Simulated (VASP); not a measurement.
Input of a VASP 6.6.1 run:

Contents of INCAR:

```
  ALGO = Fast
  EDIFF = 1E-4
  EDIFFG = -0.08
  ENCUT = 520
  GGA = PE
  IBRION = 2
  ISIF = 3
  ISMEAR = 0
  LASPH = True
  LCHARG = False
  LREAL = False
  LWAVE = False
  NELM = 60
  NSW = 24
  PREC = Normal
  SIGMA = 0.15
```

Contents of KPOINTS:

```
k-points
0
Gamma
  4 4 2
```

POSCAR

```
Al2GaP3
1.0
    4.1590344300      0.0000000000      0.0000000000
   -2.0795172100      3.6018294700      0.0000000000
    0.0000000000      0.0000000000      7.6250781200
Al Ga P
2 1 3
Direct
    0.3333333300      0.6666666700      0.5000000000
    0.6666666700      0.3333333300      0.5000000000
    0.0000000000      0.0000000000      0.0000000000
    0.0000000000      0.0000000000      0.7806742400
    0.0000000000      0.0000000000      0.2193257600
    0.0000000000      0.0000000000      0.5000000000
```

Potentials or basis: VASP PAW PBE potentials, release 64 (Al, Ga_d, P).

Command:

```sh
$ cat potpaw_PBE.64/Al/POTCAR potpaw_PBE.64/Ga_d/POTCAR potpaw_PBE.64/P/POTCAR > POTCAR
$ mpirun -np 1 vasp_std > vasp.out
```

(1) Predict the space group after relaxing (to 0.05 Å).

(2) What does it give for the relaxed volume?

(3) Estimate the relaxed cell.

Results:

(1) P6/mmm (No. 191).

(2) 29.29 Å³/atom.

(3) a = 4.640 Å, b = 4.640 Å, c = 9.428 Å, α = 90.00°, β = 90.00°, γ = 120.00°.

Caveat: the k mesh is coarse (spacing up to 0.44 Å⁻¹), so the values aren't converged; the volume moved by over 15 % at a fixed basis, so the end points are rough.
